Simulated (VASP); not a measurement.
ZnSe: single point with PBE

**Measured values to compare with.**

“Alloy Disordering Effects on the Thermal Conductivity and Energy Gap Temperature Dependence of Cd1−xZnxSe Ternary Crystals Grown by the Bridgman Method”, 2023, pmc:10253836 reports, for a bulk crystal of ZnSe at 300 K: band gap 2.695 ± 0.003 eV (an exciton energy, a little under the gap).

ZnSe:

```
Zn Se
1.0
     0.00000    2.83380    2.83380
     2.83380    0.00000    2.83380
     2.83380    2.83380    0.00000
Zn Se
1 1
Cartesian
  0.0000 0.0000 0.0000
  1.4169 1.4169 1.4169
```

```json
{
 "Program": "VASP 6.6.1",
 "Task": "single point",
 "Functional": "PBE",
 "Potentials or basis": "VASP PAW PBE potentials, release 64 (Zn, Se)",
 "Cutoff": "700 eV",
 "k mesh": "8 × 8 × 8",
 "Occupations": "gaussian, width 0.02 eV",
 "Spin": "no spin polarisation",
 "Further INCAR settings": "ALGO = Normal; EDIFF = 1e-07; NBANDS = 16"
}
```

- Pressure: 2.3 GPa
- Band gap on the k mesh: 1.29 eV, direct

Levels at points of the mesh, in eV from the valence-band top:
| k point | band 5 | band 6 | band 7 | band 8 | band 9 | band 10 | band 11 | band 12 | band 13 | band 14 |
| --- | --- | --- | --- | --- | --- | --- | --- | --- | --- | --- |
| (0.00, 0.00, 0.00) | -6.18 | -6.18 | 0.00 | 0.00 | 0.00 | 1.29 | 5.80 | 5.80 | 5.80 | 9.93 |
| (0.50, 0.00, 0.00) | -6.16 | -6.02 | -5.23 | -0.87 | -0.87 | 2.54 | 6.38 | 6.38 | 8.58 | 10.97 |
| (0.50, 0.50, 0.00) | -6.13 | -6.00 | -4.75 | -2.19 | -2.19 | 2.98 | 3.46 | 10.74 | 11.25 | 11.25 |

It took 56 s on 1 thread of AMD EPYC 7R43 64-Core Processor (Zen 3), on a shared host, peak memory 0.18 GiB.

Against the measured gap of ZnSe, 2.695 eV (an exciton energy, a little under the gap; 300 K; “Alloy Disordering Effects on the Thermal Conductivity and Energy Gap Temperature Dependence of Cd1−xZnxSe Ternary Crystals Grown by the Bridgman Method”, 2023, pmc:10253836), the calculated 1.29 eV is off by -1.40 eV. So large a miss can be the level of theory's own, or it may mean another phase, state or a wrong row. Spin-orbit coupling on Se is left out. The value is that of PBE, without temperature or zero-point motion. Semilocal functionals fall short of measured gaps as a rule.
